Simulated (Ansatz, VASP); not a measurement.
## Two plane-wave programs on Sc6As

```
Sc As
1.0
     3.48605    0.00000    0.00000
    -1.74303    3.01901    0.00000
     0.00000    0.00000   16.29088
Sc As
6 1
Cartesian
  0.0000 2.0127 6.8818
  1.7430 1.0063 9.4091
  0.0000 2.0127 1.6929
  1.7430 1.0063 14.5980
  0.0000 2.0127 11.9118
  1.7430 1.0063 4.3791
  0.0000 0.0000 0.0000
```

Alike in both runs: functional PBE; k mesh 6 × 6 × 2; occupations gaussian, width 0.2 eV; no spin polarisation.

Ansatz relaxed the structure, and its values are those at the end. VASP's run is a single point on that final structure, the one shown.

```csv
,VASP,Ansatz
version,VASP 6.6.1,Ansatz 0.2.0
potentials or method,"VASP PAW PBE potentials, release 64 (Sc_sv, As)","scalar-relativistic, plane waves, PAW"
plane-wave cutoff (eV),520,420
valence electrons in the cell,71,81
```

Ansatz gave:

| Property | Result |
| --- | --- |
| gap on the k mesh at the Fermi level (eV) | none |
| pressure (GPa) | 0.0 |
| rms of the force components (eV/Å) | 0.007 |

Question: What did VASP give for the same quantities?

Answer: gap on the k mesh at the Fermi level (eV): none; pressure (GPa): 0.2; rms of the force components (eV/Å): 0.006.

A gap of «none» marks a metal or a gap that the smearing closes. The two sets of potentials don't hold the same shells in valence.
